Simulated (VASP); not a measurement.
Method: PBE GGA with D3 dispersion (Becke-Johnson damping), VASP's PBE PAW potentials (set 64) (plane waves; VASP).

VASP input:

**KPOINTS**
```
Regular mesh
0
Gamma
  8 8 8
0 0 0
```

**POSCAR**
```
ZnSe
1
    0.0000000000     2.7726134428     2.7726134428
    2.7726134428     0.0000000000     2.7726134428
    2.7726134428     2.7726134428     0.0000000000
Zn Se
1 1
Direct
  1.0000000000   1.0000000000   1.0000000000
  0.2500000000   0.2500000000   0.2500000000
```

**INCAR**
```
ALGO=Normal
EDIFF=1E-7
ENCUT=520
GGA=PE
ISIF=2
ISMEAR=0
IVDW=12
LASPH=T
LCHARG=F
LMAXMIX=4
LREAL=F
LWAVE=F
NELM=100
PREC=Accurate
SIGMA=0.05
SYSTEM=ZnSe
```

POTCAR, in this order: Zn Se (PBE.64 set). Program: vasp_std.

What VASP printed:

OSZICAR:
```
       N       E                     dE             d eps       ncg     rms          rms(c)
DAV:   1     0.899170441930E+02    0.89917E+02   -0.90326E+03   754   0.161E+03
DAV:   2    -0.349358403540E+00   -0.90266E+02   -0.86257E+02   804   0.284E+02
DAV:   3    -0.616658773491E+01   -0.58172E+01   -0.57902E+01   909   0.725E+01
DAV:   4    -0.622429716571E+01   -0.57709E-01   -0.57696E-01   829   0.771E+00
DAV:   5    -0.622460116413E+01   -0.30400E-03   -0.30399E-03   914   0.541E-01    0.562E+00
DAV:   6    -0.595304544157E+01    0.27156E+00   -0.70065E-01  1065   0.308E+01    0.418E+00
DAV:   7    -0.593454449092E+01    0.18501E-01   -0.21656E-01   809   0.476E+00    0.173E+00
DAV:   8    -0.593463980375E+01   -0.95313E-04   -0.45134E-03  1009   0.780E-01    0.510E-01
DAV:   9    -0.593480210978E+01   -0.16231E-03   -0.12227E-03   814   0.331E-01    0.672E-02
DAV:  10    -0.593488995931E+01   -0.87850E-04   -0.18383E-04   896   0.135E-01    0.218E-02
DAV:  11    -0.593489650170E+01   -0.65424E-05   -0.39044E-05   867   0.740E-02    0.638E-03
DAV:  12    -0.593489775722E+01   -0.12555E-05   -0.54325E-06   859   0.185E-02    0.391E-03
DAV:  13    -0.593489773451E+01    0.22712E-07   -0.53618E-07   814   0.711E-03
   1 F= -.66276353E+01 E0= -.66276353E+01  d E =-.106591E-11
```

**OUTCAR**
```
------------------------ aborting loop because EDIFF is reached ----------------------------------------
 Edisp (eV)   -0.69274
  FORCE on cell =-STRESS in cart. coord.  units (eV):
  Direction    XX          YY          ZZ          XY          YZ          ZX
  --------------------------------------------------------------------------------------
  Total       1.21500     1.21500     1.21500     0.00000     0.00000     0.00000
  in kB      45.66568    45.66568    45.66568     0.00000     0.00000     0.00000
  external pressure =       45.67 kB  Pullay stress =        0.00 kB
  volume of cell :       42.63
      direct lattice vectors                 reciprocal lattice vectors
     0.000000000  2.772613443  2.772613443    -0.180335272  0.180335272  0.180335272
     2.772613443  0.000000000  2.772613443     0.180335272 -0.180335272  0.180335272
     2.772613443  2.772613443  0.000000000     0.180335272  0.180335272 -0.180335272
  FREE ENERGIE OF THE ION-ELECTRON SYSTEM (eV)
  ---------------------------------------------------
  free  energy   TOTEN  =        -6.6276353459 eV

  energy  without entropy=       -6.6276353459  energy(sigma->0) =       -6.62763535
```
(Selected blocks of OUTCAR.)

OUTCAR:
```
 val. band max:        2.1984690636   @ k =   0.0000   0.0000   0.0000

 cond. band min:       3.7603222485   @ k =   0.0000   0.0000   0.0000


 Fermi energy:         2.4156059556

 k-point     1 :       0.0000    0.0000    0.0000
  band No.  band energies     occupation
      1     -11.5049      2.00000
      2      -4.6094      2.00000
      3      -4.6094      2.00000
      4      -4.6094      2.00000
      5      -4.1772      2.00000
      6      -4.1772      2.00000
      7       2.1985      2.00000
      8       2.1985      2.00000
      9       2.1985      2.00000
     10       3.7603      0.00000
     11       7.9694      0.00000
     12       7.9694      0.00000
     13       7.9694      0.00000

 k-point     2 :       0.1250    0.0000    0.0000
  band No.  band energies     occupation
      1     -11.3910      2.00000
      2      -4.6069      2.00000
      3      -4.5911      2.00000
      4      -4.5911      2.00000
      5      -4.1790      2.00000
      6      -4.1790      2.00000
      7       0.8357      2.00000
      8       2.0266      2.00000
      9       2.0266      2.00000
     10       4.7245      0.00000
     11       7.9682      0.00000
     12       8.2467      0.00000
     13       8.2467      0.00000

 k-point     3 :       0.2500    0.0000    0.0000
  band No.  band energies     occupation
      1     -11.0932      2.00000
      2      -4.5597      2.00000
      3      -4.5509      2.00000
      4      -4.5509      2.00000
      5      -4.1774      2.00000
      6      -4.1774      2.00000
      7      -1.0213      2.00000
      8       1.6633      2.00000
      9       1.6633      2.00000
     10       5.1146      0.00000
     11       8.6458      0.00000
     12       8.6458      0.00000
     13       8.9609      0.00000

 k-point     4 :       0.3750    0.0000    0.0000
  band No.  band energies     occupation
      1     -10.7542      2.00000
      2      -4.5189      2.00000
      3      -4.5189      2.00000
...
```

The compound is ZnSe in the zinc blende structure. This cell is one point of a volume scan, at 0.94 of the reference volume.
